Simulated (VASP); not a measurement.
Computed with PBE GGA, VASP's PBE PAW potentials (set 64) (plane waves; VASP 6.6.1).

The input files of a VASP run:

KPOINTS:
```
Automatic mesh
0
Gamma
7 7 7
0 0 0
```

### POSCAR
```
AgCl
1
    0.0000000000     2.8032341594     2.8032341594
    2.8032341594    -0.0000000000     2.8032341594
    2.8032341594     2.8032341594    -0.0000000000
Ag Cl
1 1
Direct
  0.0000000000   0.0000000000   0.0000000000
  0.5000000000   0.5000000000   0.5000000000
```

**INCAR**
```
SYSTEM = AgCl
PREC = Accurate
ENCUT = 520
EDIFF = 1E-6
NELM = 100
ALGO = Normal
LREAL = .FALSE.
LASPH = .TRUE.
ISMEAR = 0
SIGMA = 0.05
GGA = PE
LMAXMIX = 4
LWAVE = .FALSE.
LCHARG = .FALSE.
IBRION = 2
ISIF = 3
NSW = 60
EDIFFG = -0.01
```

POTCAR, in this order: Ag Cl (PBE.64 set). Program: vasp_std.

Output of the run:

### OSZICAR
```
       N       E                     dE             d eps       ncg     rms          rms(c)
DAV:   1     0.100476328506E+03    0.10048E+03   -0.87882E+03   536   0.125E+03
DAV:   2    -0.134746794494E+01   -0.10182E+03   -0.94525E+02   620   0.249E+02
DAV:   3    -0.555414764302E+01   -0.42067E+01   -0.41953E+01   605   0.539E+01
DAV:   4    -0.559084653591E+01   -0.36699E-01   -0.36693E-01   615   0.554E+00
DAV:   5    -0.559139417249E+01   -0.54764E-03   -0.54763E-03   605   0.684E-01    0.585E+00
DAV:   6    -0.540539986301E+01    0.18599E+00   -0.33642E-01   568   0.790E+00    0.384E+00
DAV:   7    -0.540170345850E+01    0.36964E-02   -0.10560E-01   525   0.260E+00    0.194E+00
DAV:   8    -0.540104692807E+01    0.65653E-03   -0.58699E-03   550   0.954E-01    0.292E-01
DAV:   9    -0.540109962889E+01   -0.52701E-04   -0.72839E-04   570   0.407E-01    0.473E-02
DAV:  10    -0.540117413339E+01   -0.74505E-04   -0.13093E-04   535   0.113E-01    0.310E-02
DAV:  11    -0.540117948522E+01   -0.53518E-05   -0.52328E-06   570   0.209E-02    0.428E-03
DAV:  12    -0.540117952648E+01   -0.41256E-07   -0.26039E-07   350   0.693E-03
   1 F= -.54011795E+01 E0= -.54011795E+01  d E =-.540118E+01
```

File OUTCAR:
```
------------------------ aborting loop because EDIFF is reached ----------------------------------------
  FORCE on cell =-STRESS in cart. coord.  units (eV):
  Direction    XX          YY          ZZ          XY          YZ          ZX
  --------------------------------------------------------------------------------------
  Total       -0.0022973     -0.0022973     -0.0022973     -0.0000000     -0.0000000      0.0000000
  in kB       -0.0835459     -0.0835459     -0.0835459     -0.0000000     -0.0000000      0.0000000
  external PRESSURE =      -0.0835459 kB  Pullay stress =       0.0000000 kB
  volume of cell :       44.06
      direct lattice vectors                 reciprocal lattice vectors
     0.000000000  2.803234159  2.803234159    -0.178365406  0.178365406  0.178365406
     2.803234159  0.000000000  2.803234159     0.178365406 -0.178365406  0.178365406
     2.803234159  2.803234159  0.000000000     0.178365406  0.178365406 -0.178365406
  FREE ENERGIE OF THE ION-ELECTRON SYSTEM (eV)
  ---------------------------------------------------
  free  energy   TOTEN  =        -5.4011795265 eV

  energy  without entropy=       -5.4011795265  energy(sigma->0) =       -5.40117953

 reached required accuracy - stopping structural energy minimisation
```
(Selected blocks of OUTCAR.)

The compound is AgCl in the rock salt structure. It was relaxed first. The start is the result of an earlier pass.
